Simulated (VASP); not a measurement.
Calculation: SCAN meta-GGA, VASP's PBE PAW potentials (set 64) (plane waves; VASP 6.6.1).

A VASP calculation is set up with these files.

File POSCAR:
```
TiCo
1
    2.9453140442     0.0000000000    -0.0000000000
   -0.0000000000     2.9453140442     0.0000000000
   -0.0000000000     0.0000000000     2.9453140442
Ti Co
1 1
Direct
  0.0000000000   0.0000000000   1.0000000000
  0.5000000000   0.5000000000   0.5000000000
```

**KPOINTS**
```
Automatic mesh
0
Gamma
11 11 11
0 0 0
```

### INCAR
```
# general
SYSTEM  = TiCo
PREC    = Accurate
ENCUT   = 520
LREAL   = .FALSE.
LASPH   = .TRUE.

# electronic loop
EDIFF   = 1E-6
NELM    = 100
ALGO    = Normal
LMAXMIX = 4
LMIXTAU = .TRUE.

# smearing
ISMEAR  = 1
SIGMA   = 0.1

# functional
METAGGA = SCAN

# ions
IBRION  = 2
NSW     = 60
ISIF    = 3
EDIFFG  = -0.01

# output
LWAVE   = .FALSE.
LCHARG  = .FALSE.
```

POTCAR, in this order: Ti_sv Co (PBE.64 set). Program: vasp_std.

The run wrote:

**OUTCAR**
```
 ion  position               nearest neighbor table
   1  0.000  0.000  0.000-   2 2.55   2 2.55   2 2.55   2 2.55   2 2.55   2 2.55   2 2.55   2 2.55
  LATTYP: Found a simple cubic cell.
 ALAT       =     2.9453140442
 Subroutine PRICEL returns:
 Original cell was already a primitive cell.
 Subroutine GETGRP returns: Found 48 space group operations
The static configuration has the point symmetry O_h .
The dynamic configuration has the point symmetry O_h .
 Subroutine INISYM returns: Found 48 space group operations
 Subroutine IBZKPT returns following result:
 Found     56 irreducible k-points:

 Following reciprocal coordinates:
            Coordinates               Weight
  0.000000  0.000000  0.000000      1.000000
  0.090909  0.000000  0.000000      6.000000
  0.181818  0.000000  0.000000      6.000000
  0.272727  0.000000  0.000000      6.000000
  0.363636  0.000000  0.000000      6.000000
  0.454545  0.000000  0.000000      6.000000
  0.090909  0.090909  0.000000     12.000000
  0.181818  0.090909  0.000000     24.000000
  0.272727  0.090909  0.000000     24.000000
  0.363636  0.090909  0.000000     24.000000
  0.454545  0.090909  0.000000     24.000000
  0.181818  0.181818  0.000000     12.000000
  0.272727  0.181818  0.000000     24.000000
  0.363636  0.181818  0.000000     24.000000
  0.454545  0.181818  0.000000     24.000000
  0.272727  0.272727  0.000000     12.000000
  0.363636  0.272727  0.000000     24.000000
  0.454545  0.272727  0.000000     24.000000
  0.363636  0.363636  0.000000     12.000000
  0.454545  0.363636  0.000000     24.000000
  0.454545  0.454545  0.000000     12.000000
  0.090909  0.090909  0.090909      8.000000
  0.181818  0.090909  0.090909     24.000000
  0.272727  0.090909  0.090909     24.000000
  0.363636  0.090909  0.090909     24.000000
...
```

OSZICAR:
```
       N       E                     dE             d eps       ncg     rms          rms(c)
DAV:   1     0.135647503656E+03    0.13565E+03   -0.10707E+04  1568   0.194E+03
DAV:   2    -0.307430964460E+02   -0.16639E+03   -0.16372E+03  1580   0.419E+02
DAV:   3    -0.407446521357E+02   -0.10002E+02   -0.99162E+01  2480   0.113E+02
DAV:   4    -0.410999891651E+02   -0.35534E+00   -0.35305E+00  1922   0.176E+01
DAV:   5    -0.411157623873E+02   -0.15773E-01   -0.15773E-01  2284   0.333E+00    0.167E+01
DAV:   6    -0.367934562990E+02    0.43223E+01   -0.43478E+01  1842   0.109E+02    0.144E+01
DAV:   7    -0.345407282771E+02    0.22527E+01   -0.24808E+01  2326   0.616E+01    0.110E+01
DAV:   8    -0.339732363392E+02    0.56749E+00   -0.56056E+00  2350   0.265E+01    0.233E+00
DAV:   9    -0.339317285943E+02    0.41508E-01   -0.23502E-01  1610   0.600E+00    0.197E+00
DAV:  10    -0.339065376877E+02    0.25191E-01   -0.67277E-01  2004   0.114E+01    0.130E+00
DAV:  11    -0.339500859271E+02   -0.43548E-01   -0.25482E-01  1750   0.615E+00    0.309E-01
DAV:  12    -0.339460729576E+02    0.40130E-02   -0.86960E-02  1574   0.301E+00    0.187E-01
DAV:  13    -0.339442411205E+02    0.18318E-02   -0.21606E-02  2116   0.177E+00    0.203E-01
DAV:  14    -0.339451510496E+02   -0.90993E-03   -0.11841E-02  1602   0.143E+00    0.474E-02
DAV:  15    -0.339446882675E+02    0.46278E-03   -0.16115E-03  1658   0.522E-01    0.496E-02
DAV:  16    -0.339446798857E+02    0.83818E-05   -0.45571E-04  1670   0.277E-01    0.136E-02
DAV:  17    -0.339446564356E+02    0.23450E-04   -0.83188E-05  1670   0.122E-01    0.585E-03
DAV:  18    -0.339446805817E+02   -0.24146E-04   -0.25736E-05  1778   0.664E-02    0.698E-03
DAV:  19    -0.339446713994E+02    0.91822E-05   -0.19184E-05  1592   0.601E-02    0.333E-03
DAV:  20    -0.339446708002E+02    0.59925E-06   -0.47724E-06  1694   0.279E-02
   1 F= -.33944671E+02 E0= -.33944550E+02  d E =-.339447E+02
```

**OUTCAR**
```
------------------------ aborting loop because EDIFF is reached ----------------------------------------
  FORCE on cell =-STRESS in cart. coord.  units (eV):
  Direction    XX          YY          ZZ          XY          YZ          ZX
  --------------------------------------------------------------------------------------
  Total       -0.0169960     -0.0169960     -0.0169960      0.0000000      0.0000000     -0.0000000
  in kB       -1.0657701     -1.0657701     -1.0657701      0.0000000      0.0000000     -0.0000000
  external PRESSURE =      -1.0657701 kB  Pullay stress =       0.0000000 kB
  volume of cell :       25.55
      direct lattice vectors                 reciprocal lattice vectors
     2.945314044  0.000000000  0.000000000     0.339522368  0.000000000  0.000000000
     0.000000000  2.945314044  0.000000000     0.000000000  0.339522368  0.000000000
     0.000000000  0.000000000  2.945314044     0.000000000  0.000000000  0.339522368
 POSITION                                       TOTAL-FORCE (eV/Angst)
 -----------------------------------------------------------------------------------
      0.00000      0.00000      0.00000         0.000000      0.000000      0.000000
      1.47266      1.47266      1.47266         0.000000      0.000000      0.000000
 -----------------------------------------------------------------------------------
    total drift:                                0.000000      0.000000     -0.000000
  FREE ENERGIE OF THE ION-ELECTRON SYSTEM (eV)
  ---------------------------------------------------
  free  energy   TOTEN  =       -33.9446708002 eV

  energy  without entropy=      -33.9443086738  energy(sigma->0) =      -33.94455009

 reached required accuracy - stopping structural energy minimisation
```
(Selected blocks of OUTCAR.)

The compound is TiCo in the CsCl type structure. It was relaxed first. The start is the result of an earlier pass. The run is not spin-polarised, so no magnetic state was tried. The electron count is odd and the run is not spin-polarised, which forces a metal.
